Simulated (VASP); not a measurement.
Input:

```
CELL_PARAMETERS angstrom
      0.00000     2.12463     2.12463
      2.12463     0.00000     2.12463
      2.12463     2.12463     0.00000
ATOMIC_POSITIONS crystal
  Ti 0.00000 0.00000 0.00000
  N  0.50000 0.50000 0.50000
```

Computed with PW91 GGA, VASP's PBE PAW potentials (set 64) (plane waves; VASP). Numerical set-up: 520 eV cut-off, Gaussian smearing of 0.050 eV, potentials Ti_sv N.

Question: Estimate the band gap (along the path) with the smallest direct gap where there is one.

Answer: 
```
Quantity                                                     Result
-------------------------  ----------------------------------------
band gap (along the path)  none (metal, semimetal or under 0.01 eV)
```

The compound is TiN in the rock salt structure. It was relaxed first. The electron count is odd and the run is not spin-polarised, which forces a metal.
